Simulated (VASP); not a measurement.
All values below come from PBE GGA with D4 dispersion, VASP's PBE PAW potentials (set 64) (plane waves; VASP 6.6.1).

Input for VASP

### INCAR
```
# general
SYSTEM =Ge
PREC   =Accurate
ENCUT  =520
LREAL  =.FALSE.
LASPH  =.TRUE.
ICHARG =11

# electronic loop
EDIFF  =1E-7
NELM   =100
ALGO   =Normal
LMAXMIX=4

# smearing
ISMEAR =0
SIGMA  =0.05

# functional
GGA    =PE
IVDW   =13

# output
LWAVE  =.FALSE.
LCHARG =.FALSE.
LORBIT =11
```

POSCAR:
```
Ge
1
    0.0000000000     2.8457672072     2.8457672072
    2.8457672072     0.0000000000     2.8457672072
    2.8457672072     2.8457672072     0.0000000000
Ge
2
Direct
  0.0000000000   0.0000000000   0.0000000000
  0.2500000000   0.2500000000   0.2500000000
```

File KPOINTS:
```
k-points along high-symmetry lines
15
Line-mode
Reciprocal
  0.000000   0.000000   0.000000 ! GAMMA
  0.500000   0.000000   0.500000 ! X

  0.500000   0.000000   0.500000 ! X
  0.625000   0.250000   0.625000 ! U

  0.375000   0.375000   0.750000 ! K
  0.000000   0.000000   0.000000 ! GAMMA

  0.000000   0.000000   0.000000 ! GAMMA
  0.500000   0.500000   0.500000 ! L

  0.500000   0.500000   0.500000 ! L
  0.500000   0.250000   0.750000 ! W

  0.500000   0.250000   0.750000 ! W
  0.500000   0.000000   0.500000 ! X
```

POTCAR, in this order: Ge_d (PBE.64 set). Program: vasp_std. Read from the step before: CHGCAR.

Problem. What will the output report for the number of irreducible k-points (NKPTS), largest plane-wave count, number of space-group operations, FFT grid (NGX, NGY, NGZ)?

Solution. 
number of irreducible k-points (NKPTS): 90
largest plane-wave count: 1267
number of space-group operations: 48
FFT grid (NGX, NGY, NGZ): 30 × 30 × 30

The compound is Ge in the diamond structure. It was relaxed first.
